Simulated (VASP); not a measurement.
Consider the following.

```
CELL_PARAMETERS angstrom
      0.00000     3.53500     3.53500
      3.53500     0.00000     3.53500
      3.53500     3.53500     0.00000
ATOMIC_POSITIONS crystal
  K  0.00000 0.00000 0.00000
  I  0.50000 0.50000 0.50000
```

All values below come from G0W0 on PBE orbitals, VASP's PBE PAW potentials (set 64) (plane waves; VASP). Numerical set-up: PREC = Normal, 500 eV cut-off, 4×4×4 Γ-centred mesh, Gaussian smearing of 0.010 eV, potentials K_sv_GW I_GW.

The mesh is coarse and the basis finite, so the quasiparticle values are not converged.

NBANDS = 160, ENCUTGW = 200 eV, NOMEGA = 64. The PBE levels (eV) that the step starts from are:

```json
[
 {"state": "k1 (0.00, 0.00, 0.00), band 5", "KS energy": "-10.00", "filling": "2"},
 {"state": "k1 (0.00, 0.00, 0.00), band 6", "KS energy": "0.50", "filling": "2"},
 {"state": "k1 (0.00, 0.00, 0.00), band 7", "KS energy": "0.50", "filling": "2"},
 {"state": "k1 (0.00, 0.00, 0.00), band 8", "KS energy": "0.50", "filling": "2"},
 {"state": "k1 (0.00, 0.00, 0.00), band 9", "KS energy": "4.46", "filling": "0"},
 {"state": "k1 (0.00, 0.00, 0.00), band 10", "KS energy": "7.01", "filling": "0"},
 {"state": "k1 (0.00, 0.00, 0.00), band 11", "KS energy": "7.01", "filling": "0"},
 {"state": "k1 (0.00, 0.00, 0.00), band 12", "KS energy": "7.01", "filling": "0"},
 {"state": "k3 (0.50, 0.00, 0.00), band 5", "KS energy": "-9.72", "filling": "2"},
 {"state": "k3 (0.50, 0.00, 0.00), band 6", "KS energy": "-0.81", "filling": "2"},
 {"state": "k3 (0.50, 0.00, 0.00), band 7", "KS energy": "0.17", "filling": "2"},
 {"state": "k3 (0.50, 0.00, 0.00), band 8", "KS energy": "0.17", "filling": "2"},
 {"state": "k3 (0.50, 0.00, 0.00), band 9", "KS energy": "6.02", "filling": "0"},
 {"state": "k3 (0.50, 0.00, 0.00), band 10", "KS energy": "8.21", "filling": "0"},
 {"state": "k3 (0.50, 0.00, 0.00), band 11", "KS energy": "8.65", "filling": "0"},
 {"state": "k3 (0.50, 0.00, 0.00), band 12", "KS energy": "8.65", "filling": "0"},
 {"state": "k7 (0.50, 0.50, 0.00), band 5", "KS energy": "-9.85", "filling": "2"},
 {"state": "k7 (0.50, 0.50, 0.00), band 6", "KS energy": "-0.49", "filling": "2"},
 {"state": "k7 (0.50, 0.50, 0.00), band 7", "KS energy": "0.14", "filling": "2"},
 {"state": "k7 (0.50, 0.50, 0.00), band 8", "KS energy": "0.14", "filling": "2"},
 {"state": "k7 (0.50, 0.50, 0.00), band 9", "KS energy": "5.45", "filling": "0"},
 {"state": "k7 (0.50, 0.50, 0.00), band 10", "KS energy": "6.27", "filling": "0"},
 {"state": "k7 (0.50, 0.50, 0.00), band 11", "KS energy": "8.61", "filling": "0"},
 {"state": "k7 (0.50, 0.50, 0.00), band 12", "KS energy": "9.19", "filling": "0"}
]
```

**Question.** Give the quasiparticle energies and renormalisation factors Z.

**Answer.** 
```json
[
 {"state": "k1 (0.00, 0.00, 0.00), band 5", "QP energy (eV)": "-11.48", "Z": "0.79"},
 {"state": "k1 (0.00, 0.00, 0.00), band 6", "QP energy (eV)": "-1.09", "Z": "0.79"},
 {"state": "k1 (0.00, 0.00, 0.00), band 7", "QP energy (eV)": "-1.09", "Z": "0.79"},
 {"state": "k1 (0.00, 0.00, 0.00), band 8", "QP energy (eV)": "-1.09", "Z": "0.79"},
 {"state": "k1 (0.00, 0.00, 0.00), band 9", "QP energy (eV)": "5.01", "Z": "0.84"},
 {"state": "k1 (0.00, 0.00, 0.00), band 10", "QP energy (eV)": "8.10", "Z": "0.82"},
 {"state": "k1 (0.00, 0.00, 0.00), band 11", "QP energy (eV)": "8.10", "Z": "0.82"},
 {"state": "k1 (0.00, 0.00, 0.00), band 12", "QP energy (eV)": "8.10", "Z": "0.82"},
 {"state": "k3 (0.50, 0.00, 0.00), band 5", "QP energy (eV)": "-11.28", "Z": "0.82"},
 {"state": "k3 (0.50, 0.00, 0.00), band 6", "QP energy (eV)": "-2.57", "Z": "0.78"},
 {"state": "k3 (0.50, 0.00, 0.00), band 7", "QP energy (eV)": "-1.45", "Z": "0.79"},
 {"state": "k3 (0.50, 0.00, 0.00), band 8", "QP energy (eV)": "-1.45", "Z": "0.79"},
 {"state": "k3 (0.50, 0.00, 0.00), band 9", "QP energy (eV)": "6.54", "Z": "0.83"},
 {"state": "k3 (0.50, 0.00, 0.00), band 10", "QP energy (eV)": "9.29", "Z": "0.81"},
 {"state": "k3 (0.50, 0.00, 0.00), band 11", "QP energy (eV)": "9.42", "Z": "0.82"},
 {"state": "k3 (0.50, 0.00, 0.00), band 12", "QP energy (eV)": "9.42", "Z": "0.82"},
 {"state": "k7 (0.50, 0.50, 0.00), band 5", "QP energy (eV)": "-11.35", "Z": "0.82"},
 {"state": "k7 (0.50, 0.50, 0.00), band 6", "QP energy (eV)": "-2.24", "Z": "0.79"},
 {"state": "k7 (0.50, 0.50, 0.00), band 7", "QP energy (eV)": "-1.51", "Z": "0.79"},
 {"state": "k7 (0.50, 0.50, 0.00), band 8", "QP energy (eV)": "-1.51", "Z": "0.79"},
 {"state": "k7 (0.50, 0.50, 0.00), band 9", "QP energy (eV)": "6.16", "Z": "0.83"},
 {"state": "k7 (0.50, 0.50, 0.00), band 10", "QP energy (eV)": "7.00", "Z": "0.83"},
 {"state": "k7 (0.50, 0.50, 0.00), band 11", "QP energy (eV)": "10.45", "Z": "0.82"},
 {"state": "k7 (0.50, 0.50, 0.00), band 12", "QP energy (eV)": "11.19", "Z": "0.81"}
]
```
On the mesh the gap opens from 3.95 to 6.09 eV.

The compound is KI in the rock salt structure. The cell was not relaxed at this level.
